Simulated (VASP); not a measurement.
Input:

```
CELL_PARAMETERS angstrom
      4.40343     0.00000     0.00000
     -2.20172     3.81348     0.00000
      0.00000     0.00000     6.78013
ATOMIC_POSITIONS crystal
  Au 0.33333 0.66667 0.96442
  Au 0.66667 0.33333 0.46442
  Br 0.33333 0.66667 0.41058
  Br 0.66667 0.33333 0.91058
```

All values below come from PBEsol GGA, VASP's PBE PAW potentials (set 64) (plane waves; VASP). Settings: 400 eV cut-off, Gaussian smearing of 0.050 eV, potentials Au Br.

Give the energies of bands 8 to 21 at the high-symmetry points, in eV from the Fermi level.

```csv
band,Γ,M,K,A,L,H
8,-4.04,-4.35,-4.50,-4.74,-4.63,-4.65
9,-3.05,-3.13,-3.36,-2.90,-3.07,-3.33
10,-3.05,-3.12,-3.31,-2.90,-3.07,-3.33
11,-2.77,-3.08,-2.87,-2.90,-2.96,-2.71
12,-2.77,-2.93,-2.87,-2.90,-2.96,-2.71
13,-2.40,-2.75,-2.64,-1.91,-2.59,-2.60
14,-1.64,-2.52,-2.58,-1.91,-2.59,-2.60
15,-0.75,-2.06,-2.56,-0.17,-1.80,-2.47
16,-0.37,-1.98,-2.56,-0.17,-1.80,-2.47
17,-0.37,-1.61,-1.53,-0.17,-1.19,-1.09
18,0.01,-1.31,-1.53,-0.17,-1.19,-1.09
19,0.01,2.25,3.15,0.47,2.50,3.25
20,0.24,2.45,3.15,0.47,2.50,3.25
21,6.02,4.94,6.01,5.25,4.23,4.47
```

It has no gap at this level: it comes out as a metal or semimetal.

The structure was generated: AuBr was put into the wurtzite type (P6_3mc), which need not be its known phase. It was relaxed first, which changed the volume by +10 %.
